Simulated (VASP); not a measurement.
A VASP calculation is set up with these files.

### POSCAR
```
BaO
3.9462070
  0.0000000000   0.7071068497   0.7071068497
  0.7071068497   0.0000000000   0.7071068497
  0.7071068497   0.7071068497   0.0000000000
Ba O
1 1
Direct
  0.0000000000   0.0000000000   0.0000000000
  0.5000000000   0.5000000000   0.5000000000
```

File KPOINTS:
```
Automatic
0
Gamma
 8 8 8
0 0 0
```

### INCAR
```
ALGO=Normal
EDIFF=1E-6
ENCUT=400
GGA=PE
ISIF=2
ISMEAR=0
LASPH=.True.
LCHARG=.False.
LMAXMIX=4
LREAL=.False.
LWAVE=.False.
NELM=100
PREC=Accurate
SIGMA=0.05
SYSTEM=BaO
```

POTCAR, in this order: Ba_sv O (PBE.64 set). Program: vasp_std.

### Question
Write an equivalent input for Ansatz.

### Answer
One equivalent input (not run):
Ansatz 0.2 input:
```yaml
crystal:
  lattice:
    - [0.0000000, 2.7903900, 2.7903900]
    - [2.7903900, 0.0000000, 2.7903900]
    - [2.7903900, 2.7903900, 0.0000000]
  atoms:
    - { symbol: Ba, position: [0.0000000, 0.0000000, 0.0000000] }
    - { symbol: O, position: [0.5000000, 0.5000000, 0.5000000] }
kpoints:
  mp_grid: { grid: [8, 8, 8] }
hamiltonian:
  xc: pbe
  pseudopotentials: { kind: paw }
scf:
  occupations: { method: gaussian, width: 0.05 }
  max_iter: 100
output: { forces: true, stress: true, eigenvalues: true }
```
Limits of the translation: each code has its own PAW files, so the cut-off isn't converted (ENCUT is set for VASP's; basis.ecutwfc is left out, and Ansatz then takes the one that its files recommend); Ansatz stops its SCF on the density residual and VASP on the energy change (EDIFF).

The structure comes from a computed database's BaO entry; how it stands against other phases isn't given here. The cell was not relaxed at this level. The run is one of a series of settings (KPOINTS 8×8×8 Γ-centred mesh against the base run), some of them coarse on purpose.
